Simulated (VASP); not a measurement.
# A VASP study of TePd (PBEsol): structure first, properties next

How well does PBEsol reproduce what experiment finds for TePd? The cell is relaxed first, and properties follow on it. The steps: full relaxation (PBEsol), single point with fields (PBEsol), bands along the symmetry lines (PBEsol), density of states (PBEsol), vibrations at Γ (PBEsol), core levels (PBEsol) and bands along the symmetry lines (PBEsol + SOC). The start is a cell from a database of measured crystal structures.

Calculated with VASP 6.6.1; PBEsol; plane waves and PAW (Te, Pd), in the first sound run; inputs show where later runs differ.

Experimental background.

“Multigap nodeless superconductivity in the topological semimetal PdTe” (2023, arxiv:2310.08462) quotes from earlier work for PdTe, NiAs-type hexagonal (crystals of an earlier study): lattice constant a (a = b, quoted from earlier experiment) 4.152 Å [literature value cited from an earlier report, not this sample; measurement temperature …]; lattice constant c (c, quoted from earlier experiment) 5.671 Å [literature value cited from an earlier report, not this sample; measurement temperature …].

### Step 1. Set-up

Before any relaxation, the start is as follows. Symmetry: P6_3/mmc, No. 194, hexagonal system. Conventional cell: a = 4.152 Å, b = 4.152 Å, c = 5.672 Å, α = 90.00°, β = 90.00°, γ = 120.00°. Te has 6 Pd at 2.79 Å nearest. Pd has 6 Te at 2.79 Å and 2 Pd at 2.84 Å nearest. Farther neighbours and most contacts between anions are not listed.

As a file:

```cif
data_structure
_symmetry_space_group_name_H-M 'P 1'
_symmetry_Int_Tables_number 1
_cell_length_a 4.1521
_cell_length_b 4.1521
_cell_length_c 5.6719
_cell_angle_alpha 90.000
_cell_angle_beta 90.000
_cell_angle_gamma 120.000
_cell_volume 84.68
loop_
_atom_site_label
_atom_site_type_symbol
_atom_site_fract_x
_atom_site_fract_y
_atom_site_fract_z
_atom_site_occupancy
Te1 Te 0.33333 0.66667 0.25000 1
Te2 Te 0.66667 0.33333 0.75000 1
Pd3 Pd 0.00000 0.00000 0.00000 1
Pd4 Pd 0.00000 0.00000 0.50000 1
```

### Step 2. Full relaxation (PBEsol)

The start need not lie at this functional's minimum. ISIF = 3 frees volume, shape and positions, and EDIFFG sets the threshold on forces and stress at which the search stops. PBEsol restores the gradient expansion of exchange and is tuned for the cells of solids.

The input, INCAR:

```
SYSTEM = TePd
PREC = Accurate
ENCUT = 400
EDIFF = 1E-06
NELM = 100
ISMEAR = 0
SIGMA = 0.05
LREAL = .FALSE.
ALGO = Normal
GGA = PS
NBANDS = 22
LASPH = .TRUE.
LORBIT = 11
LWAVE = .FALSE.
LCHARG = .FALSE.
KPAR = 4
IBRION = 2
NSW = 60
ISIF = 3
EDIFFG = -0.01
```

The input, POSCAR:

```
TePd
1.0
    4.1521000000      0.0000000000      0.0000000000
   -2.0760500000      3.5958240791      0.0000000000
    0.0000000000      0.0000000000      5.6719000000
Te Pd
2 2
Direct
    0.3333333333      0.6666666667      0.2500000000
    0.6666666667      0.3333333333      0.7500000000
    0.0000000000      0.0000000000      0.0000000000
    0.0000000000      0.0000000000      0.5000000000
```

The input, KPOINTS:

```
Automatic mesh
0
Gamma
7 7 5
0 0 0
```

The projector-augmented-wave data sets are Te and Pd (PBE family, release 64).

Run with:

```console
$ mpirun -np 4 vasp_std
```

Log:

```text
[banner, memory and clock lines left out]
running    4 mpi-ranks, on    1 nodes
 distrk:  each k-point on    1 cores,    4 groups
 distr:  one band on    1 cores,    1 groups

 POSCAR found type information on POSCAR TePd
 POSCAR found :  2 types and       4 ions
|                                                                             |
|               ----> ADVICE to this user running VASP <----                  |
|                                                                             |
|     You enforced a specific xc type in the INCAR file but a different       |
|     [... a line on the potential file left out ...]
|     I HOPE YOU KNOW WHAT YOU ARE DOING!                                     |
|                                                                             |

 LDA part: xc-table for (Slater+PW92), standard interpolation
 POSCAR, INCAR and KPOINTS ok, starting setup
 FFT: planning ... GRIDC
 FFT: planning ... GRID_SOFT
 FFT: planning ... GRID
 WAVECAR not read
 entering main loop
       N       E                     dE             d eps       ncg     rms          rms(c)
DAV:   1     0.147630068231E+03    0.14763E+03   -0.11908E+04  1056   0.103E+03
DAV:   2    -0.146372698166E+02   -0.16227E+03   -0.15181E+03  1224   0.231E+02
DAV:   3    -0.207305201290E+02   -0.60933E+01   -0.59876E+01  1270   0.455E+01
DAV:   4    -0.208134100647E+02   -0.82890E-01   -0.82865E-01  1298   0.574E+00
DAV:   5    -0.208148860554E+02   -0.14760E-02   -0.14759E-02  1278   0.719E-01    0.160E+01
DAV:   6    -0.205888047216E+02    0.22608E+00   -0.74988E-01  1170   0.815E+00    0.943E+00
DAV:   7    -0.205469956547E+02    0.41809E-01   -0.28804E-01  1140   0.535E+00    0.272E+00
DAV:   8    -0.205081729656E+02    0.38823E-01   -0.14940E-01  1158   0.385E+00    0.106E+00
DAV:   9    -0.205084817710E+02   -0.30881E-03   -0.51915E-03  1200   0.414E-01    0.798E-01
DAV:  10    -0.205080113488E+02    0.47042E-03   -0.43663E-03  1152   0.517E-01    0.282E-01
DAV:  11    -0.205077295357E+02    0.28181E-03   -0.35487E-04  1236   0.197E-01    0.206E-01
DAV:  12    -0.205076890424E+02    0.40493E-04   -0.10699E-04  1194   0.693E-02    0.810E-02
DAV:  13    -0.205076786753E+02    0.10367E-04   -0.13177E-05  1242   0.296E-02    0.257E-02
DAV:  14    -0.205076758730E+02    0.28024E-05   -0.47078E-06  1150   0.190E-02    0.734E-03
DAV:  15    -0.205076754914E+02    0.38154E-06   -0.12461E-06   678   0.959E-03
   1 F= -.20507675E+02 E0= -.20506407E+02  d E =-.205077E+02
 curvature:   0.00 expect dE= 0.000E+00 dE for cont linesearch  0.000E+00
 trial: gam= 0.00000 g(F)=  0.298E-46 g(S)=  0.948E-02 ort = 0.000E+00 (trialstep = 0.100E+01)
 search vector abs. value=  0.948E-02
 bond charge predicted
       N       E                     dE             d eps       ncg     rms          rms(c)
DAV:   1    -0.205995345092E+02   -0.91859E-01   -0.16111E+00  1080   0.108E+01    0.216E+00
DAV:   2    -0.205259605524E+02    0.73574E-01   -0.43511E-01  1116   0.665E+00    0.920E-01
DAV:   3    -0.205103342992E+02    0.15626E-01   -0.35049E-02  1128   0.207E+00    0.441E-01
DAV:   4    -0.205083940488E+02    0.19403E-02   -0.56690E-03  1140   0.349E-01    0.169E-01
DAV:   5    -0.205079294273E+02    0.46462E-03   -0.15080E-03  1204   0.265E-01    0.160E-01
DAV:   6    -0.205079713333E+02   -0.41906E-04   -0.19007E-04  1216   0.107E-01    0.902E-02
DAV:   7    -0.205079552282E+02    0.16105E-04   -0.24993E-05  1152   0.512E-02    0.697E-02
DAV:   8    -0.205079540257E+02    0.12025E-05   -0.57657E-06  1164   0.125E-02    0.134E-02
DAV:   9    -0.205079538860E+02    0.13969E-06   -0.24008E-07   612   0.445E-03
   2 F= -.20507954E+02 E0= -.20506682E+02  d E =-.278395E-03
[...]
3 F= -.20510166E+02 E0= -.20508897E+02  d E =-.249058E-02
[...]
4 F= -.20510856E+02 E0= -.20509587E+02  d E =-.690403E-03
 trial-energy change:   -0.000690  1 .order   -0.000701   -0.000974   -0.000427
 step:   1.8192(harm=  1.6106)  dis= 0.00000  next Energy=   -20.511062 (dE=-0.896E-03)
 bond charge predicted
       N       E                     dE             d eps       ncg     rms          rms(c)
DAV:   1    -0.205127381444E+02   -0.18815E-02   -0.94610E-02  1116   0.203E+00    0.231E-01
DAV:   2    -0.205114204800E+02    0.13177E-02   -0.24793E-03  1124   0.495E-01    0.124E-01
DAV:   3    -0.205110835920E+02    0.33689E-03   -0.55764E-04  1212   0.222E-01    0.651E-02
DAV:   4    -0.205109804980E+02    0.10309E-03   -0.17511E-04  1166   0.101E-01    0.210E-02
DAV:   5    -0.205109805225E+02   -0.24495E-07   -0.14553E-05  1232   0.256E-02    0.140E-02
DAV:   6    -0.205109803915E+02    0.13100E-06   -0.98199E-07   648   0.743E-03
   5 F= -.20510980E+02 E0= -.20509712E+02  d E =-.814318E-03
 curvature:  -0.83 expect dE=-0.194E-04 dE for cont linesearch -0.190E-04
 trial: gam= 0.00000 g(F)=  0.804E-47 g(S)=  0.233E-04 ort =-0.167E-03 (trialstep = 0.109E+01)
 search vector abs. value=  0.233E-04
 reached required accuracy - stopping structural energy minimisation
```

Wall time 29 s (4 MPI ranks of Intel Xeon 6975P-C (Granite Rapids), shared host); peak memory 0.78 GiB.

Lines that name or quote the potential files are left out of all logs, and their timing lines are given in words.

From OUTCAR (step 2):

```text
ion  position               nearest neighbor table
   1  0.333  0.667  0.250-   3 2.79   4 2.79   3 2.79   4 2.79   3 2.79   4 2.79
   2  0.667  0.333  0.750-   3 2.79   4 2.79   3 2.79   4 2.79   3 2.79   4 2.79
   3  0.000  0.000  0.000-   1 2.79   2 2.79   2 2.79   1 2.79   2 2.79   1 2.79   4 2.84   4 2.84

  LATTYP: Found a hexagonal cell.
 ALAT       =     4.1521000000
 C/A-ratio  =     1.3660316466

 Subroutine GETGRP returns: Found 24 space group operations
 (whereof 12 operations were pure point group operations)

The static configuration has the point symmetry D_3d.
 The point group associated with its full space group is D_6h.

 Found     24 irreducible k-points:

   k-points           NKPTS =     24   k-points in BZ     NKDIM =     24   number of bands    NBANDS=     22

   dimension x,y,z NGX =    28 NGY =   28 NGZ =   40
   dimension x,y,z NGXF=    56 NGYF=   56 NGZF=   80

   ENCUT  =  400.0 eV  29.40 Ry    5.42 a.u.   6.77  6.77  9.25*2*pi/ulx,y,z

   NELECT =      32.0000    total number of electrons

 k-points in reciprocal lattice and weights: Automatic mesh
   0.00000000  0.00000000  0.00000000       0.004
   0.14285714  0.00000000  0.00000000       0.024
   0.28571429  0.00000000  0.00000000       0.024
   0.42857143 -0.00000000  0.00000000       0.024
   0.14285714  0.14285714  0.00000000       0.024
   0.28571429  0.14285714  0.00000000       0.049
   0.42857143  0.14285714  0.00000000       0.024
   0.28571429  0.28571429  0.00000000       0.024
   0.00000000  0.00000000  0.20000000       0.008
[...]
0.42857143  0.14285714  0.40000000       0.049
   0.28571429  0.28571429  0.40000000       0.049

 average (electrostatic) potential at core
       1 -85.8191       2 -85.8191       3 -71.5100       4 -71.5100

 E-fermi :   9.2612

 k-point     1 :       0.0000    0.0000    0.0000
  band No.  band energies     occupation
    ...
     11       7.0259      2.00000
     12       7.0259      2.00000
     13       8.0559      2.00000
     14       8.0559      2.00000
     15       8.9844      2.00000
     16       9.7359      0.00000
     17      10.9680      0.00000
     18      10.9680      0.00000
     19      11.4058      0.00000
     20      12.5072      0.00000
    ...

 k-point     2 :       0.1429    0.0000    0.0000
  band No.  band energies     occupation
    ...
     11       6.9904      2.00000
     12       7.0264      2.00000
     13       7.1987      2.00000
     14       7.8475      2.00000
     15       8.8495      2.00000
     16       9.8639      0.00000
     17       9.9959      0.00000
     18      10.8912      0.00000
     19      12.5116      0.00000
     20      13.6337      0.00000
    ...

 k-point     3 :       0.2857    0.0000    0.0000
  band No.  band energies     occupation
    ...
     12       6.9326      2.00000
     13       7.0305      2.00000
     14       7.1636      2.00000
     15       8.2901      2.00000
     16       8.6219      2.00000
     17      10.1939      0.00000
     18      11.1042      0.00000
     19      12.7697      0.00000
     20      14.2532      0.00000
     21      14.2975      0.00000
    ...

  Total       -0.0164346     -0.0164346      0.0373113     -0.0000000      0.0000000      0.0000000
  in kB       -0.3133803     -0.3133803      0.7114624     -0.0000000      0.0000000      0.0000000
  external PRESSURE =       0.0282339 kB  Pullay stress =       0.0000000 kB

  energy-cutoff  :      400.00
  volume of cell :       84.02
      direct lattice vectors                 reciprocal lattice vectors
     4.156838754 -0.000000000  0.000000000     0.240567426  0.138891668 -0.000000000
    -2.078419377  3.599927961  0.000000000     0.000000000  0.277783336 -0.000000000
     0.000000000  0.000000000  5.614897682    -0.000000000 -0.000000000  0.178097635

 POSITION                                       TOTAL-FORCE (eV/Angst)
 -----------------------------------------------------------------------------------
     -0.00000      2.39995      1.40372        -0.000000      0.000000      0.000000
      2.07842      1.19998      4.21117         0.000000     -0.000000      0.000000
      0.00000      0.00000      0.00000        -0.000000      0.000000      0.000000
      0.00000      0.00000      2.80745        -0.000000     -0.000000      0.000000
 -----------------------------------------------------------------------------------
    total drift:                               -0.000000      0.000000     -0.000000

  FREE ENERGIE OF THE ION-ELECTRON SYSTEM (eV)
  ---------------------------------------------------
  free  energy   TOTEN  =       -20.5109803915 eV

  energy  without entropy=      -20.5084432963  energy(sigma->0) =      -20.50971184

 reached required accuracy - stopping structural energy minimisation

 total charge
# of ion       s       p       d       tot
------------------------------------------
    1        1.403   1.824   0.079   3.306
    2        1.403   1.824   0.079   3.306
    3        0.427   0.474   8.614   9.516
    4        0.427   0.474   8.614   9.516
--------------------------------------------------
tot          3.661   4.596  17.387  25.644

[... 3 further parts left out ...]
```

CONTCAR:

```
TePd
   1.00000000000000
     4.1568387541132124   -0.0000000000000000    0.0000000000000000
    -2.0784193770566062    3.5999279605444872    0.0000000000000000
     0.0000000000000000    0.0000000000000000    5.6148976823441075
  Te              Pd
     2     2
Direct
     0.3333333332999970    0.6666666667000030    0.2500000000000000
     0.6666666667000030    0.3333333332999970    0.7500000000000000
     0.0000000000000000    0.0000000000000000    0.0000000000000000
     0.0000000000000000    0.0000000000000000    0.5000000000000000
```

The k-mesh is coarse for a metal. The PAW data sets were made with PBE, which is usual practice but a small mismatch for other functionals. The run keeps the 24 symmetry operations of its start, so it cannot find a distortion of lower symmetry.

Step by step:

| step | energy less that of the first step (eV) | largest force (eV/Å) | pressure (GPa) | volume (Å³) |
| --- | --- | --- | --- | --- |
| 1 | 0.0000 | 0.0000 | -0.89 | 84.68 |
| 2 | -0.0003 | 0.0000 | 1.13 | 83.25 |
| 3 | -0.0025 | 0.0000 | 0.14 | 83.94 |
| 4 | -0.0032 | 0.0000 | 0.07 | 83.98 |
| 5 | -0.0033 | 0.0000 | 0.00 | 84.02 |

| conventional cell, symmetrised | before | after | change |
| --- | --- | --- | --- |
| a (Å) | 4.152 | 4.157 | +0.1 % |
| b (Å) | 4.152 | 4.157 | +0.1 % |
| c (Å) | 5.672 | 5.615 | -1.0 % |
| volume (Å³/atom) | 21.17 | 21.01 | -0.8 % |

Final coordinates:

```cif
data_structure
_symmetry_space_group_name_H-M 'P 1'
_symmetry_Int_Tables_number 1
_cell_length_a 4.1568
_cell_length_b 4.1568
_cell_length_c 5.6149
_cell_angle_alpha 90.000
_cell_angle_beta 90.000
_cell_angle_gamma 120.000
_cell_volume 84.02
loop_
_atom_site_label
_atom_site_type_symbol
_atom_site_fract_x
_atom_site_fract_y
_atom_site_fract_z
_atom_site_occupancy
Te1 Te 0.33333 0.66667 0.25000 1
Te2 Te 0.66667 0.33333 0.75000 1
Pd3 Pd 0.00000 0.00000 0.00000 1
Pd4 Pd 0.00000 0.00000 0.50000 1
```

This step gave:

* electrons: 32
* bands: 22
* irreducible k-points: 24
* symmetry operations: 24
* free energy (TOTEN): -20.51 eV
* energy at zero smearing: -20.51 eV
* Fermi energy: 9.261 eV
* pressure: 0.002823 GPa
* metallic: yes
* SCF cycles over all ionic steps: 44

It ends with forces that vanish by symmetry and a pressure of 0.00 GPa. The volume lies -0.8 % from that of the database's start, which holds the thermal and zero-point expansion of its experiment.

(Continued in part 2 of 5.)

[Lines on the potential files, build, host, timing and source positions are cut from VASP's logs without a mark.]

[Logs are printed without paths, hosts, clocks, repeated set-up lines and the standing remarks that a program may print on its own settings, such as how far it seeks lower states.]

[Hosts, paths, dates, database ids (printed as entryN), source tags and the programs' standing remarks are cut or masked in the printed files.]

[A measured line is paired with the nearest computed mode of its activity, which favours agreement.]
